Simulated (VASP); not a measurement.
Input:

```yaml
crystal:
  lattice:
    - [-2.61006, 2.61006, 5.24710]
    - [2.61006, -2.61006, 5.24710]
    - [2.61006, 2.61006, -5.24710]
  atoms:
    - { symbol: Zn, position: [0.00000, 0.00000, 0.00000] }
    - { symbol: Cu, position: [0.25000, 0.75000, 0.50000] }
    - { symbol: Cu, position: [0.75000, 0.25000, 0.50000] }
    - { symbol: Ge, position: [0.50000, 0.50000, 0.00000] }
    - { symbol: S, position: [0.87012, 0.87012, 0.48554] }
    - { symbol: S, position: [0.12988, 0.61542, 0.00000] }
    - { symbol: S, position: [0.38458, 0.38458, 0.51446] }
    - { symbol: S, position: [0.61542, 0.12988, 0.00000] }
```

Computed with PBEsol GGA, VASP's PBE PAW potentials (set 64) (plane waves; VASP). Run with 300 eV cut-off, 5×5×5 Γ-centred mesh, Fermi-Dirac smearing of 0.050 eV, potentials Zn Cu Ge_d S.

Q: Give the energies of bands 27 to 40 at the high-symmetry points, in eV from the valence-band maximum.

A: 
```csv
band,Γ,X,P,N,M,S,R
27,-2.37,-2.26,-2.26,-2.44,-2.74,-2.49,-2.34
28,-2.28,-2.24,-2.26,-2.35,-2.28,-2.27,-2.25
29,-2.24,-2.06,-1.91,-2.24,-2.10,-2.25,-2.12
30,-2.24,-1.96,-1.91,-2.19,-2.02,-2.16,-2.05
31,-2.09,-1.80,-1.84,-1.61,-2.02,-1.71,-1.89
32,-2.00,-1.59,-1.77,-1.53,-2.02,-1.62,-1.66
33,-1.91,-1.51,-1.19,-1.38,-1.62,-1.48,-1.34
34,-0.34,-0.62,-1.19,-1.27,-1.45,-1.43,-0.82
35,0.00,-0.57,-0.55,-0.92,-0.82,-1.09,-0.80
36,0.00,-0.37,-0.39,-0.86,-0.82,-0.53,-0.46
37,0.57,0.79,1.12,2.07,1.54,1.82,1.09
38,1.86,2.42,2.22,3.21,1.96,2.54,2.95
39,3.27,2.90,3.80,3.49,1.96,3.37,3.05
40,3.68,4.29,3.80,4.12,2.08,3.79,4.15
```

The gap is direct, 0.58 eV, from the valence maximum at Γ to the conduction minimum at Γ.

The structure comes from a computed database's ZnCu2GeS4 entry; how it stands against other phases isn't given here. The cell was not relaxed at this level.
